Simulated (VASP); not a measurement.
An input for Quantum ESPRESSO's pw.x (written as the equivalent of a VASP run, and not itself run):

```
&CONTROL
  calculation = 'vc-relax'
  pseudo_dir = './pseudo'
  outdir = './out'
  tprnfor = .true.
  tstress = .true.
  nstep = 30
  forc_conv_thr = 0.00039
/
&SYSTEM
  ibrav = 0
  nat = 3
  ntyp = 2
  ecutwfc = 86
  occupations = 'smearing'
  smearing = 'methfessel-paxton'
  degauss = 0.00735
  input_dft = 'pbe'
  vdw_corr = 'grimme-d3'
  dftd3_version = 3
  dftd3_threebody = .false.
/
&ELECTRONS
  conv_thr = 7.3e-09
  electron_maxstep = 100
/
&IONS
/
&CELL
  cell_dofree = 'shape'
/
ATOMIC_SPECIES
  Ti 47.867 Ti.upf
  Se 78.971 Se.upf
CELL_PARAMETERS angstrom
     1.7281740   -2.9932853    0.0000000
     1.7281740    2.9932853    0.0000000
     0.0000000    0.0000000    5.9077391
ATOMIC_POSITIONS crystal
  Ti   0.0000000  0.0000000  0.0000000
  Se   0.3333330  0.6666670  0.2559589
  Se   0.6666670  0.3333330  0.7440411
K_POINTS automatic
  10 10 5 0 0 0
```

### Question
Translate this input to VASP (INCAR, KPOINTS, POSCAR, choice of POTCAR).

### Answer
One answer among several that fit: 
**POSCAR**
```
TiSe2
1
    1.7281740139    -2.9932852647     0.0000000000
    1.7281740139     2.9932852647     0.0000000000
    0.0000000000     0.0000000000     5.9077391175
Ti Se
1 2
Direct
  0.0000000000   0.0000000000   0.0000000000
  0.3333330000   0.6666670000   0.2559588712
  0.6666670000   0.3333330000   0.7440411288
```

**INCAR**
```
SYSTEM = TiSe2
PREC = Accurate
ENCUT = 520
EDIFF = 1E-7
NELM = 100
ALGO = Normal
LREAL = .FALSE.
LASPH = .TRUE.
ISMEAR = 1
SIGMA = 0.1
GGA = PE
IVDW = 11
LMAXMIX = 4
LWAVE = .FALSE.
LCHARG = .FALSE.
ISIF = 4
IBRION = 2
NSW = 30
EDIFFG = -0.01
```

### KPOINTS
```
Automatic
0
G
 10 10 5
0 0 0
```

POTCAR, in this order: Ti_sv Se (PBE.64 set). Program: vasp_std.

Limits of the translation: the potentials are each code's own (VASP's PAW set, PseudoDojo norm-conserving files in pw.x), so ENCUT and ecutwfc are chosen apart and not converted; conv_thr bounds pw.x's estimated SCF error, while EDIFF bounds the energy change between steps; forc_conv_thr acts on force components and is met together with etot_conv_thr.

The compound is TiSe2 in the 1T layered structure. This cell is one point of a volume scan, at 0.94 of the reference volume. Symmetry was kept, so distortions that lower it aren't found.
